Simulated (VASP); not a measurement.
A convergence study with VASP on Li2Se (antifluorite): one setting is varied, all else stays as given below, so the limit is that of these other settings.

```yaml
crystal:
  lattice:
    - [0.00000, 3.00000, 3.00000]
    - [3.00000, 0.00000, 3.00000]
    - [3.00000, 3.00000, 0.00000]
  atoms:
    - { symbol: Li, position: [0.25000, 0.25000, 0.25000] }
    - { symbol: Li, position: [0.75000, 0.75000, 0.75000] }
    - { symbol: Se, position: [0.00000, 0.00000, 0.00000] }
```

These are PBE GGA, VASP's PBE PAW potentials (set 64) (plane waves; VASP 6.6.1) values and carry that method's errors. The tightest run used: 700 eV cut-off, 11×11×11 Monkhorst-Pack mesh, Gaussian smearing of 0.050 eV, potentials Li_sv Se.

| setting | E (eV/atom) | pressure (GPa) | irreducible k-points |
|---|---|---|---|
| 1×1×1 mesh | -0.9043 | 27.73 | 1 |
| 2×2×2 mesh | -3.7065 | 0.07 | 2 |
| 3×3×3 mesh | -3.6860 | 0.34 | 4 |

### Question
These are the cheaper rows. Estimate the results at 11×11×11 mesh, and how far the last row shown lies from them.

### Answer

```tsv
quantity	tightest run	last row shown is off by
E (eV/atom)	-3.7105	0.0245
pressure (GPa)	0.01	0.33
```

Left out are rungs that failed or repeat a setting and relaxations that didn't move; long series are thinned to 24 rows.

The compound is Li2Se in the antifluorite structure. The cell was not relaxed at this level.
